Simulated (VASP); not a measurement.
# Ti2TeSe (P-3m1) in VASP: notebook

The runs below take Ti2TeSe through single point, with PBEsol.

Program: VASP 6.6.1. These are calculated values, not measurements. Logs are shortened: lines on timing, memory, paths and dates and some standing lists are left out, and cuts for length are marked.

### Step 1. The crystal as given

Symmetry: P-3m1, No. 164, trigonal system. The conventional cell has a = 3.764 Å, b = 3.764 Å, c = 6.167 Å, α = 90.00°, β = 90.00°, γ = 120.00°. Around Ti (site symmetry 3m) lie 3 Te at 2.66 Å and 3 Se at 2.66 Å. Te (site symmetry -3m) is surrounded by 6 Ti at 2.66 Å. Se (site symmetry -3m) is surrounded by 6 Ti at 2.66 Å.

The cell comes from a database or a generator and needn't be the stable form of this composition.

### Step 2. Single point, PBEsol

The input, INCAR:

```
PREC     = Accurate       # precision mode
ENCUT    = 520            # plane-wave cutoff, eV
EDIFF    = 1E-6           # SCF threshold, eV
ISMEAR   = 0              # smearing method
SIGMA    = 0.1            # smearing width, eV
LREAL    = F              # projectors in reciprocal space
LASPH    = T              # aspherical terms in the spheres
NELM     = 100            # most SCF steps
ALGO     = Normal         # electronic algorithm
ISIF     = 2              # what is computed and relaxed
LWAVE    = F              # write WAVECAR
LCHARG   = F              # write CHGCAR
GGA      = PS             # functional
NBANDS   = 26             # bands
```

The input, KPOINTS:

```
Automatic mesh
0
Gamma
  6 6 4
```

The input, POSCAR:

```
Ti2TeSe
1.0
    3.7638347297      0.0000000000      0.0000000000
   -1.8819173648      3.2595764916      0.0000000000
    0.0000000000      0.0000000000      6.1674221453
Ti Te Se
2 1 1
Direct
    0.3333333333      0.6666666667      0.2500000000
    0.6666666667      0.3333333333      0.7500000000
    0.0000000000      0.0000000000      0.0000000000
    0.0000000000      0.0000000000      0.5000000000
```

Potentials or basis: VASP PAW PBE potentials, release 64 (Ti_sv, Te, Se).

The run is started by

```console
$ cat potpaw_PBE.64/Ti_sv/POTCAR potpaw_PBE.64/Te/POTCAR potpaw_PBE.64/Se/POTCAR > POTCAR
$ mpirun -np 1 vasp_std > vasp.out
```

OUTCAR:

```text
PREC = Accurate
   ENCUT = 520
   EDIFF = 1E-6
   ISMEAR = 0
   LREAL = F
   LASPH = T
   NELM = 100
   ISIF = 2
   GGA = PS

 ion  position               nearest neighbor table
   1  0.333  0.667  0.250-   3 2.66   4 2.66   3 2.66   4 2.66   3 2.66   4 2.66
   2  0.667  0.333  0.750-   3 2.66   4 2.66   3 2.66   4 2.66   3 2.66   4 2.66
   3  0.000  0.000  0.000-   1 2.66   2 2.66   2 2.66   1 2.66   2 2.66   1 2.66   4 3.08   4 3.08

   4  0.000  0.000  0.500-   1 2.66   2 2.66   2 2.66   1 2.66   2 2.66   1 2.66   3 3.08   3 3.08

  LATTYP: Found a hexagonal cell.
 ALAT       =     3.7638347297
 C/A-ratio  =     1.6386006794

  Lattice vectors:

 A1 = (   3.7638347297,   0.0000000000,   0.0000000000)
 A2 = (  -1.8819173648,   3.2595764916,   0.0000000000)
 A3 = (   0.0000000000,   0.0000000000,   6.1674221453)

Analysis of symmetry for initial positions (statically):
=====================================================================
 Subroutine PRICEL returns:
 Original cell was already a primitive cell.

 Routine SETGRP: Setting up the symmetry group for a
 hexagonal supercell.

 Subroutine GETGRP returns: Found 12 space group operations
 (whereof 12 operations were pure point group operations)
 out of a pool of 24 trial point group operations.

The static configuration has the point symmetry D_3d.

Analysis of symmetry for dynamics (positions and initial velocities):
=====================================================================
 Subroutine PRICEL returns:
 Original cell was already a primitive cell.

 Routine SETGRP: Setting up the symmetry group for a
 hexagonal supercell.

 Subroutine GETGRP returns: Found 12 space group operations
 (whereof 12 operations were pure point group operations)
 out of a pool of 24 trial point group operations.

The dynamic configuration has the point symmetry D_3d.

 Subroutine INISYM returns: Found 12 space group operations
 (whereof 12 operations are pure point group operations),
 and found     1 'primitive' translations

----------------------------------------------------------------------------------------

                                     Primitive cell

  volume of cell :      75.6651
[... 87 lines left out ...]
   LNONCOLLINEAR =      F non collinear calculations
   LSORBIT =      F    spin-orbit coupling
   LASPH  =      T    aspherical Exc in radial PAW
   ENCUT  =  520.0 eV  38.22 Ry    6.18 a.u.   7.00  7.00 11.47*2*pi/ulx,y,z
   NELM   =    100;   NELMIN=  2; NELMDL= -5     # of ELM steps
   EDIFF  = 0.1E-05   stopping-criterion for ELM
   LREAL  =      F    real-space projection
   EDIFFG = 0.1E-04   stopping-criterion for IOM
   NSW    =      0    number of steps for IOM
   IBRION =     -1    ionic relax: 0-MD 1-quasi-New 2-CG
   NFREE  =      0    steps in history (QN), initial steepest desc. (CG)
   ISIF   =      2    stress and relaxation
   ISYM   =      2    0-nonsym 1-usesym 2-fastsym
   POTIM  = 0.5000    time-step for ionic-motion
   TEBEG  =    0.0;   TEEND  =   0.0 temperature during run
   PSTRESS=    0.0 pullay stress
   NELECT =      36.0000    total number of electrons
   NUPDOWN=      -1.0000    fix difference up-down
   EMIN   =  10.00;   EMAX   =-10.00  energy-range for DOS
   EFERMI =   0.00;   METHOD = LEGACY
   ISMEAR =     0;   SIGMA  =   0.10  broadening in eV -4-tet -1-fermi 0-gaus
   EFERMI_NEDOS =   21; number of points for ismear=-14 and -15
   IALGO  =     38    algorithm
   IMIX   =      4    mixing-type and parameters
     AMIX     =   0.40;   BMIX     =  1.00
     AMIX_MAG =   1.60;   BMIX_MAG =  1.00
  volume/ion in A,a.u.               =      18.92       127.65
  Fermi-wavevector in a.u.,A,eV,Ry     =   1.278038  2.415142 22.223509  1.633382
  Thomas-Fermi vector in A             =   2.410604
   LORBIT       =      0    0 simple, 1 ext, 2 COOP (PROOUT), +10 PAW based schemes
   GGA     = PS    functional components
   LHFCALC =     F    Hartree Fock is set to
   AEXX    =    0.0000 exact exchange contribution
   IVDW    =     0    specifies the selected vdW correction
   LEPSILON=     F    determine dielectric tensor
   LRPA    =     F    only Hartree local field effects (RPA)
 non-spin polarized calculation
 Gauss-broadening in eV      SIGMA  =   0.10
  energy-cutoff  :      520.00
  volume of cell :       75.67
 maximum number of plane-waves:      2053
   NGX = 13   NGY = 13   NGZ = 23

 number of electron      36.0000008 magnetization

 Free energy of the ion-electron system (eV)
  ---------------------------------------------------
  ext. energy  EPLUGINS =         0.00000000
  ---------------------------------------------------
  free energy    TOTEN  =       -25.85525029 eV

  energy without entropy =      -25.82722790  energy(sigma->0) =      -25.84123909

 E-fermi :   9.5944     XC(G=0): -11.2410

 val. band max:        9.5552231121   @ k =   0.5000   0.0000   0.2500
 cond. band min:       9.5971321945   @ k =   0.3333   0.1667   0.2500
 fundamental gap:      0.0419090824
 Fermi energy:         9.5943714790

 k-point     1 :       0.0000    0.0000    0.0000
  band No.  band energies     occupation
      1     -47.6820      2.00000
      2     -47.6768      2.00000
      3     -24.2047      2.00000
      4     -24.1334      2.00000
      5     -24.0629      2.00000
      6     -24.0629      2.00000
[... 685 lines left out ...]
     25      11.7395      0.00000
     26      11.8166      0.00000

------------------------ aborting loop because EDIFF is reached ----------------------------------------

  FORCE on cell =-STRESS in cart. coord.  units (eV):
  Direction    XX          YY          ZZ          XY          YZ          ZX
  --------------------------------------------------------------------------------------
  -------------------------------------------------------------------------------------
  Total       -0.6115114     -0.6115114      8.4613442     -0.0000000      0.0000000     -0.0000000
  in kB      -12.9485086    -12.9485086    179.1655671     -0.0000000      0.0000000     -0.0000000
  external PRESSURE =      51.0895166 kB  Pullay stress =       0.0000000 kB

 VOLUME and BASIS-vectors are now :
 -----------------------------------------------------------------------------
  energy-cutoff  :      520.00
  volume of cell :       75.67
      direct lattice vectors                 reciprocal lattice vectors
     3.763834730  0.000000000  0.000000000     0.265686480  0.153394161  0.000000000
    -1.881917365  3.259576492  0.000000000     0.000000000  0.306788321  0.000000000
     0.000000000  0.000000000  6.167422145     0.000000000  0.000000000  0.162142298

 POSITION                                       TOTAL-FORCE (eV/Angst)
 -----------------------------------------------------------------------------------
     -0.00000      2.17305      1.54186         0.000000      0.000000      1.373104
      1.88192      1.08653      4.62557        -0.000000     -0.000000     -1.373104
      0.00000      0.00000      0.00000        -0.000000      0.000000      0.000000
      0.00000      0.00000      3.08371        -0.000000      0.000000      0.000000
 -----------------------------------------------------------------------------------
    total drift:                                0.000000     -0.000000      0.000000

  FREE ENERGIE OF THE ION-ELECTRON SYSTEM (eV)
  ---------------------------------------------------
  free  energy   TOTEN  =       -25.8552502872 eV

  energy  without entropy=      -25.8272279009  energy(sigma->0) =      -25.84123909
```

OSZICAR:

```text
N       E                     dE             d eps       ncg     rms          rms(c)
DAV:   1     0.399052745292E+03    0.39905E+03   -0.17163E+04  1248   0.148E+03
DAV:   2     0.204984360937E+02   -0.37855E+03   -0.36901E+03  1262   0.443E+02
DAV:   3    -0.245401781613E+02   -0.45039E+02   -0.44213E+02  2060   0.131E+02
DAV:   4    -0.284998062680E+02   -0.39596E+01   -0.39241E+01  1928   0.342E+01
DAV:   5    -0.287147185266E+02   -0.21491E+00   -0.21480E+00  1748   0.657E+00    0.153E+01
DAV:   6    -0.261359556956E+02    0.25788E+01   -0.23251E+01  1676   0.354E+01    0.578E+00
DAV:   7    -0.258829102873E+02    0.25305E+00   -0.31697E+00  1564   0.145E+01    0.384E+00
DAV:   8    -0.258570470219E+02    0.25863E-01   -0.25374E-01  1566   0.350E+00    0.548E-01
DAV:   9    -0.258550145145E+02    0.20325E-02   -0.24510E-02  1714   0.133E+00    0.299E-01
DAV:  10    -0.258554165431E+02   -0.40203E-03   -0.45907E-03  1686   0.552E-01    0.103E-01
DAV:  11    -0.258552680436E+02    0.14850E-03   -0.15812E-03  1612   0.320E-01    0.634E-02
DAV:  12    -0.258552504195E+02    0.17624E-04   -0.12941E-04  1566   0.940E-02    0.117E-02
DAV:  13    -0.258552502872E+02    0.13233E-06   -0.55269E-06  1370   0.161E-02
   1 F= -.25855250E+02 E0= -.25841239E+02  d E =-.280224E-01
```

stdout:

```text
POSCAR found type information on POSCAR TiTeSe
 POSCAR found :  3 types and       4 ions
 scaLAPACK will be used
 -----------------------------------------------------------------------------
|                                                                             |
|                                                                             |
|     You enforced a specific xc type in the INCAR file but a different       |
|     I HOPE YOU KNOW WHAT YOU ARE DOING!                                     |
|                                                                             |
 -----------------------------------------------------------------------------

 LDA part: xc-table for (Slater+PW92), standard interpolation
 POSCAR, INCAR and KPOINTS ok, starting setup
 FFT: planning ... GRIDC
 FFT: planning ... GRID_SOFT
 FFT: planning ... GRID
 WAVECAR not read
 entering main loop
```

Wall time 24 s (1 thread of Intel Xeon 6975P-C (Granite Rapids), shared host); peak memory 0.21 GiB.

Results:

| Item | Value |
| --- | --- |
| Free energy | -25.8553 eV |
| Pressure | 5.1 GPa |
| Largest force | 1.373 eV/Å |
| Band gap on the k mesh | none (metal or under the smearing width) |

Forces in eV/Å, atoms in the order of the input:
```
Ti   0.000  0.000  1.373
Ti   0.000  0.000 -1.373
Te   0.000  0.000  0.000
Se   0.000  0.000  0.000
```

Caveat: the PAW data sets were made with another functional, which shifts forces and pressure a little. Spin-orbit coupling is left out, which matters for the levels of Te.

[end of part 1 of 2]
